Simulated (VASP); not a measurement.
Data:

```yaml
crystal:
  lattice:
    - [0.00000, 2.85070, 2.85070]
    - [2.85070, 0.00000, 2.85070]
    - [2.85070, 2.85070, 0.00000]
  atoms:
    - { symbol: Y, position: [0.00000, 0.00000, 0.00000] }
    - { symbol: As, position: [0.50000, 0.50000, 0.50000] }
```

Level of theory: LDA (Ceperley-Alder, Perdew-Zunger) with spin-orbit coupling, VASP's LDA PAW potentials (set 64) (plane waves; VASP). Settings: 400 eV cut-off, 10×10×10 Γ-centred mesh, Gaussian smearing of 0.050 eV, potentials Y_sv As.

Q: Give the energies of bands 11 to 23 at the high-symmetry points, in eV from the Fermi level.

A: 
```json
[
 {"band": "11", "Γ": "0.32", "X": "-2.78", "U": "-2.79", "L": "-4.51", "W": "-2.49"},
 {"band": "12", "Γ": "0.32", "X": "-2.78", "U": "-2.79", "L": "-4.51", "W": "-2.49"},
 {"band": "13", "Γ": "0.70", "X": "-0.79", "U": "-2.63", "L": "-2.17", "W": "-2.42"},
 {"band": "14", "Γ": "0.70", "X": "-0.79", "U": "-2.63", "L": "-2.17", "W": "-2.42"},
 {"band": "15", "Γ": "0.70", "X": "-0.61", "U": "-1.46", "L": "-2.05", "W": "-2.33"},
 {"band": "16", "Γ": "0.70", "X": "-0.61", "U": "-1.46", "L": "-2.05", "W": "-2.33"},
 {"band": "17", "Γ": "1.31", "X": "-0.53", "U": "1.31", "L": "3.81", "W": "2.79"},
 {"band": "18", "Γ": "1.31", "X": "-0.53", "U": "1.31", "L": "3.81", "W": "2.79"},
 {"band": "19", "Γ": "1.31", "X": "3.31", "U": "4.06", "L": "3.82", "W": "2.85"},
 {"band": "20", "Γ": "1.31", "X": "3.31", "U": "4.06", "L": "3.82", "W": "2.85"},
 {"band": "21", "Γ": "1.36", "X": "4.43", "U": "4.52", "L": "3.86", "W": "3.98"},
 {"band": "22", "Γ": "1.36", "X": "4.44", "U": "4.52", "L": "3.86", "W": "3.98"},
 {"band": "23", "Γ": "2.20", "X": "4.61", "U": "4.77", "L": "4.21", "W": "4.64"}
]
```

It has no gap at this level: it comes out as a metal or semimetal.

The structure comes from a computed database's YAs entry (Fm-3m); how it stands against other phases isn't given here. It was relaxed first, which changed the volume by -6 %.
